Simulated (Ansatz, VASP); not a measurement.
# Cross-check of SbP between VASP and Ansatz, part 2 of 2

Aim: how closely do two programs agree when they are given the same cell, functional and k mesh? The cell is generated by rule, not measured, and may not be a known phase. The cell is taken from a series of runs on this material, whose earlier steps may have relaxed, scaled, displaced or heated it; both programs get it as it stands. Other levels of theory on this material are compared in a session of their own.

VASP 6.6.1 and Ansatz 0.2.0.

So far: The starting structure; VASP: zone-centre phonons, LDA.

The structure was built from a prototype and need not be the compound's stable phase.

## 3. Ansatz: zone-centre phonons, LDA

Level of this step: Ansatz beside VASP: Kohn-Sham DFT, plane waves, LDA (Ansatz).

Ansatz runs on its default PAW (the set named soft_2) files.

The same cell, functional (in two slightly different forms), mesh and smearing now go to Ansatz, which takes its cutoff from its data sets.

Contents of input.yaml:

```yaml
crystal:
  lattice:
    - [3.6160890469, 0.0, 0.0]
    - [0.0, 1.8429224645, 3.1924977885]
    - [0.0, -1.8429224645, 3.1924977885]
  atoms:
    - { symbol: Sb, position: [0.5, 0.0416618553, 0.0416618553] }
    - { symbol: P, position: [0.0, 0.7083381447, 0.7083381447] }
kpoints:
  mp_grid: { grid: [10, 12, 12] }
hamiltonian:
  xc: lda
scf:
  occupations: { method: methfessel_paxton, width: 0.15 }
output:
  eigenvalues: true
phonons:
  method: dfpt
```

On the command line:

```sh
ansatz run input.yaml --threads 4 --pin off --max-ram 7168MiB --backend cpu --events-out ev --progress --plain --runs-dir out
```

Numbers of over 12 decimals in the logs are rounded to 6 here.

What it wrote:

```text
zone centre: on kpoints.mp_grid the ground state, and the responses unless they are solved on pairs of k-points, stand on 258 of the mesh's 1440 k-points, reduced under 4 symmetry operations, with k and −k counted as one. Each operation leaves every solved displacement unchanged or reverses it
Engine: ansatz 0.2.0, aarch64-unknown-linux-gnu
Pseudopotentials: kind: paw
Pseudopotential: Sb, paw, valence charge 15, recommended cutoff 420 eV (normal), Sb.paw.azcp
Pseudopotential: P, paw, valence charge 5, recommended cutoff 420 eV (normal), P.paw.azcp
Functional definition: SPW92
  exchange = slater_x
  correlation = pw_c
Crystal: 2 atoms, lattice volume = 42.551 Å³
Basis set: ecut = 420 eV, 829 PW (Γ), exchange–correlation on 50×50×50 points (8 copies of the dense FFT grid, shifted against one another)
Bands: 14, of which v1, the nominal top of the filled ones, is band 10 counted from 1 (9 counted from 0)
Symmetry: 4 space group operations
k-points: 258 of 1440 (time reversal used)
Non-local potential: Sb, projectors of the file, l = 0: 2, l = 1: 2, l = 2: 2, l = 3: 2
Non-local potential: P, projectors of the file, l = 0: 2, l = 1: 2, l = 2: 2
PAW form: soft (Blöchl's): semilocal exchange-correlation on the pseudo side does not see the compensation charge
PAW frozen core: Sb, regenerated for the run's functional, and the local potential with it (the file was generated under x = pbe(κ = 0.804, μ = 0.219515), c = pbe(β = 0.066725))
PAW frozen core: P, regenerated for the run's functional, and the local potential with it (the file was generated under x = pbe(κ = 0.804, μ = 0.219515), c = pbe(β = 0.066725))
PAW one-centre angular grid: Sb, 590 points (default); XC on 64 Gauss nodes
PAW one-centre angular grid: P, 110 points (default); XC on 64 Gauss nodes
Initial density: superposition of atomic densities (neutral atoms: chi_scale 0, normalization atom), corrected by the library's trained network
Initial wavefunctions: pseudopotential atomic-orbital guess
Functional: x = slater, c = lda
SCF iter   1: F=—  HF=-7061.289667 eV  |F-HF|=—  |Δ(HF+E_count)|=         —  Δρ=8.26e-3  dr2=3.33e-2  ethr=1.77e-3  ⟨swp⟩=5.7  Hψ=21178  notcnv=0
preconditioner: auto → none  [metal: Δε(μ)=0.055 eV  Ē_g=9.613 eV  σ=0.150 eV  W_gap=0.29  n_scr=8 (ndim 8)  ℏωp=18.0 eV  f_vac=0.000  D(μ)=0.72/eV (n_scr^D=2)  sad-step TF]
SCF iter   2: F=—  HF=-7061.284803 eV  |F-HF|=—  |Δ(HF+E_count)|=   4.86e-3  S|Δr|=    0.00e0  Δρ=5.76e-3  dr2=2.16e-2  ethr=1.66e-4  ⟨swp⟩=1.1  Hψ=5712  notcnv=0
SCF iter   3: F=—  HF=-7061.278776 eV  |F-HF|=—  |Δ(HF+E_count)|=   6.03e-3  S|Δr|=    0.00e0  Δρ=7.49e-4  dr2=1.99e-4  ethr=1.08e-4  ⟨swp⟩=1.9  Hψ=4309  notcnv=0
SCF iter   4: F=—  HF=-7061.278812 eV  |F-HF|=—  |Δ(HF+E_count)|=   3.66e-5  S|Δr|=    0.00e0  Δρ=1.82e-4  dr2=1.47e-5  ethr=9.95e-7  ⟨swp⟩=2.1  Hψ=4932  notcnv=0
SCF iter   5: F=—  HF=-7061.278809 eV  |F-HF|=—  |Δ(HF+E_count)|=   3.10e-6  S|Δr|=    0.00e0  Δρ=5.12e-5  dr2=6.81e-7  ethr=7.35e-8  ⟨swp⟩=2.0  Hψ=4853  notcnv=0
SCF iter   6: F=—  HF=-7061.278809 eV  |F-HF|=—  |Δ(HF+E_count)|=   5.97e-8  S|Δr|=    0.00e0  Δρ=3.60e-6  dr2=8.40e-9  ethr=3.41e-9  ⟨swp⟩=2.0  Hψ=4869  notcnv=0
SCF iter   7: F=—  HF=-7061.278809 eV  |F-HF|=—  |Δ(HF+E_count)|=   1.75e-9  S|Δr|=    0.00e0  Δρ=7.91e-7  dr2=1.61e-10  ethr=4.20e-11  ⟨swp⟩=2.9  Hψ=6909  notcnv=0
SCF iter   8: F=—  HF=-7061.278809 eV  |F-HF|=—  |Δ(HF+E_count)|=  9.09e-12  S|Δr|=    0.00e0  Δρ=2.72e-7  dr2=3.04e-11  ethr=1.00e-12  ⟨swp⟩=8.9  Hψ=21658  notcnv=0
SCF iter   9: F=-7061.278809 eV  HF=-7061.278809 eV  |F-HF|=3.64e-12  |Δ(HF+E_count)|=  9.09e-12  S|Δr|=    0.00e0  Δρ=6.96e-8  dr2=1.24e-12  ethr=1.00e-12  ⟨swp⟩=6.0  Hψ=14464  notcnv=0
SCF 1 converged in 9 iterations: F = -7061.278809 eV  dr2 = 1.24e-12
  greatest PAW one-centre occupation: 0.998 electrons in one spin orbital (limit 2), on the Sb atom at site 0 (counted from 0), in its partial waves of l = 2
DFPT response loops at Γ: preconditioner auto → Kerker (q_TF=auto, 2.406 Å⁻¹) (partly filled bands, converged f_vac=0.000); β = 1.00, the filter's whole step (`scf.mixing.beta` (0.50) is not read by the response loops under this deck's `scf.mixing.preconditioner`; to damp them name `kerker` or `kerker_dos`, under which they read `scf.mixing.beta`, and type it under 1.00, their step now; both keys bind the ground state too); Broyden in place of MSR1
SCF converged after 9 iterations
Stability not checked: this state was not tested for a lower state beside it, because cold or Methfessel-Paxton smearing, or corrected tetrahedra, fill the levels in a way that the test cannot read (fill_not_monotonic; see scf.lower_state_search)
Free energy (F): -7061.278809 eV
Harris-Foulkes:  -7061.278809 eV  (|F-HF|=3.64e-12)
Internal energy: -7061.279841 eV  (E = F + TS)
E sigma→0 (E₀):  -7061.279067 eV
Entropy (-TS):   0.001031 eV (0.516 meV/atom)
Fermi energy:    10.680924 eV
--- Per-component energies (eV) ---
  E_band       = -136.913379
  E_kinetic    = 278.995025
  E_local      = -1610.073641  (includes V_loc(G=0)·N_el)
  E_nonlocal   = 401.681671
  E_hartree    = 727.176252
  E_xc         = -199.597362
  E_vxc        = -158.923896  (∫ρ·V_xc dr)
  E_paw        = -4966.315810  (= ΣΔE_a)
  E_vpaw       = -502.945005  (= ΣTr[D̂ρ^β])
  E_aug_tail   = 0.000001  (compensation charges beyond the density's cutoff)
  E_ewald      = -1693.822152
  E_core_change = 0.676175  (= ΣΔE_core)
  E_smearing   = 0.001031  (= −TS)
  E_closure    = -0.000000  (closes the sum)
  Σ components = -7061.278809   (vs F -7061.278809, Δ=0.00e0)
--- Band table (eV; the first three rows and the last of 258) ---
  k-point 0: bands = [... 6 lower, 6.1825, 7.3389, 9.2567, 9.2578, 13.0861, 13.0873, 13.8760, 17.6564]
  k-point 1: bands = [... 6 lower, 5.8760, 7.4294, 9.0426, 9.1334, 12.8563, 13.4106, 14.2730, 17.1487]
  k-point 2: bands = [... 6 lower, 5.0249, 7.6966, 8.5727, 8.9667, 12.4063, 14.1807, 15.2352, 16.0658]
  k-point 257: bands = [... 6 lower, 1.7457, 4.7323, 4.8571, 9.7504, 10.6829, 12.8811, 13.1190, 21.1986]
--- Phonons (Γ-DFPT): 6 representative perturbations + reference, on 258 of 1440 k-points (Σ response iterations 16) ---
  k mesh reduced under 4 symmetry operations, with k and −k counted as one. Each operation leaves every solved displacement unchanged or reverses it
  ASR residual: 1.812e-5 → 0.000e0 eV/Å²; symmetrization residual: 9.307e-6 eV/Å²
  ASR residual per site (eV/Å²): 1.81e-5 1.33e-5
  Γ frequencies (cm⁻¹): -130.29 0.00 0.00 0.00 173.61 173.61
  non-analytic LO–TO correction: not included (Born effective charges unavailable; polar crystals: no LO–TO splitting at Γ)
```

## 4. Comparison

Known differences besides the potentials themselves: the two LDA forms differ slightly; the data sets hold 20 valence electrons in Ansatz (on its default PAW (the set named soft_2) files) and 10 in VASP; the cutoff is 420 eV in Ansatz and 500 eV in VASP; VASP's log shows a relativistic correction to its local exchange, Ansatz's none. Total energies have different zeros and are not compared.

Both answers:

```csv
quantity,Ansatz,VASP,difference
"optical mode 1 (imaginary, printed as negative) (cm⁻¹)",-130.3,-123.2,-7.1
optical mode 2 to 3 (cm⁻¹),173.6,175.6,-1.14 %
```

Modes are paired by rising frequency, not by their patterns, so a pair may set unlike modes beside each other; they are those without the splitting of longitudinal modes.

## 5. Results

```json
{"r.m.s. difference of the optical zone-centre modes, each program's sorted by frequency (zone-centre phonons, LDA)": "4.4 cm⁻¹", "difference in optical mode 2 to 3 (zone-centre phonons, LDA)": "-1.1 %"}
```

**Reading.** The r.m.s. difference of the optical zone-centre modes, each program's sorted by frequency is 4.4 cm⁻¹ (zone-centre phonons, LDA). The data sets hold unlike numbers of valence electrons (20 in Ansatz and 10 in VASP), so part of the differences comes from the potentials. Among the rows given in per cent, the largest difference of the zone-centre phonons, LDA pair is in optical mode 2 to 3, -1.1 %. 5 further runs of this series are not shown here. How closely two codes agree says nothing of how well the functional describes the real material.

[Lines on the potential files, build, host, timing and source positions are cut from VASP's logs without a mark.]

[Logs are printed without paths, hosts, clocks, repeated set-up lines and the standing remarks that a program may print on its own settings, such as how far it seeks lower states.]

[Hosts, paths, dates, database ids (printed as entryN), source tags and the programs' standing remarks are cut or masked in the printed files.]
